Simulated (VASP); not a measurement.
A run of VASP 6.6.1 is set up as follows.

Contents of INCAR:

```
PREC = Accurate ; ENCUT = 520
EDIFF = 1E-6 ; ISMEAR = 0
SIGMA = 0.05 ; LREAL = F
LASPH = T ; NELM = 150
ALGO = Normal ; ISIF = 2
LWAVE = F ; LCHARG = T
ISPIN = 2 ; MAGMOM = 6 0
LORBIT = 11 ; LMAXMIX = 6
METAGGA = R2SCAN ; LMIXTAU = T
LELF = T ; LVHAR = T
```

Contents of KPOINTS:

```
regular mesh
0
Gamma
  7 7 7
```

The input POSCAR:

```
TbO
1.0
    2.7838380500      0.0000000000      0.0000000000
    0.0000000000      2.7838380500      0.0000000000
    0.0000000000      0.0000000000      2.7838380500
Tb O
1 1
Direct
    0.0000000000      0.0000000000      0.0000000000
    0.5000000000      0.5000000000      0.5000000000
```

Potentials or basis: VASP PAW PBE potentials, release 64 (Tb, O).

Launch:

```sh
$ cat potpaw_PBE.64/Tb/POTCAR potpaw_PBE.64/O/POTCAR > POTCAR
$ mpirun -np 1 vasp_std > vasp.out
```

(1) Estimate the band gap on the k mesh.

(2) What does it give for the site moments?

(3) What does it give for the pressure?

(4) What does it give for the net moment?

Answers

(1) none (metal or under the smearing width).

(2) Tb +5.93; O +0.01 μB.

(3) 42.4 GPa.

(4) 6.20 μB per cell.

Caveat: the magnetic or orbital state may not be the lowest; a pressure of tens of GPa on the cell as given is suspect, and the run, the potentials or the cell itself is likely at fault; the PAW data sets were made with another functional, which shifts forces and pressure a little; spin-orbit coupling is left out, which moves the levels of the heavy elements; without U or exact exchange the open f shell lies at the Fermi level, which spoils levels, moments and volumes.
